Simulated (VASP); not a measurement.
Input:

```xyz
8
Lattice="-0.0627 5.8727 5.9634 5.8727 -0.0627 5.9634 2.9050 2.9050 0.0000" Properties=species:S:1:pos:R:3 pbc="T T T"
Sn     5.8099     5.8099    11.7735
Sn     1.4525     1.4525     1.6442
Ge     5.8444     8.6804     8.9890
Ge     4.3229     1.4870     4.4287
Ge     8.6804     5.8444     8.9890
Ge     1.4870     4.3229     4.4287
Ge     2.9050     2.9050     5.9630
Ge     4.3574     4.3574     7.4546
```

Method: PBEsol GGA, VASP's PBE PAW potentials (set 64) (plane waves; VASP 6.6.1). Numerical set-up: 400 eV cut-off, 5×5×10 Γ-centred mesh, tetrahedra with Blöchl corrections, potentials Sn_d Ge_d.

The cores are frozen, which limits the accuracy of field gradients.

Task: Give the principal components of the electric field gradient (V/Å²) and the asymmetry η at each nucleus.

Result: 
```tsv
atom	Vxx	Vyy	Vzz	η
Sn1	10.3	0.5	-10.8	0.91
Sn2	10.3	0.5	-10.8	0.91
Ge3	15.9	9.1	-25.0	0.27
Ge4	15.9	9.1	-25.0	0.27
Ge5	15.9	9.1	-25.0	0.27
Ge6	15.9	9.1	-25.0	0.27
Ge7	-0.2	0.0	0.3	-
Ge8	-0.2	0.0	0.3	-
```

The structure was generated: Sn2Ge6 was put into an ordered model structure (Cmcm), which need not be its known phase. It was relaxed first.
